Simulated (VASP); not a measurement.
## Ag4AuS2 under changes of volume

One of the cells (20.611 Å³/atom); the others are scaled copies at fixed shape and fractional positions:

```xyz
7
Lattice="5.2050 0.0000 0.0000 0.0000 4.0013 0.0000 -0.4548 0.0000 6.9274" Properties=species:S:1:pos:R:3 pbc="T T T"
Au   -0.2274    2.0007    3.4637
Ag    1.4599    2.0007    0.9220
Ag    3.5039    0.0000    1.8723
Ag    1.2464    0.0000    5.0552
Ag    3.2903    2.0007    6.0054
S     0.0000    0.0000    0.0000
S     2.3751    2.0007    3.4637
```

The cell comes from a database or a generator and needn't be the stable form of this composition.

```yaml
Program: VASP 6.6.1
Functional: PBE
Potentials_or_basis: VASP PAW PBE potentials, release 64 (Au, Ag, S)
Cutoff: 520 eV
k_mesh: 5 × 7 × 4
Occupations: fermi-dirac, width 0.05 eV
Spin: no spin polarisation
```

```tsv
volume (Å³/atom)	energy over the lowest point (meV/atom)	pressure (GPa)	largest force (eV/Å)
18.995	?	?	?
19.399	3.66	2.2	0.095
19.803	0.00	0.6	0.068
20.611	3.27	-2.0	0.028
21.015	9.41	-3.0	0.042
21.420	18.10	-4.0	0.060
```

Question: What does the run at 18.995 Å³/atom give?

Answer: Energy over the lowest point 11.48 meV/atom; pressure 4.0 GPa; largest force 0.127 eV/Å.

Worked out: A Birch-Murnaghan fit of order 3 (a polynomial in V^(-2/3)) to the other rows has its minimum at 20.00 Å³/atom with B0 = V·E''(V) = 68 GPa and B' = 5.1 at fixed shape and positions, which overstates the stiffness. It gives 11.48 meV/atom at 18.995 Å³/atom, against the run's 11.48, and -dE/dV = 4.0 GPa, against 4.0.

Energies are extrapolated to zero smearing.
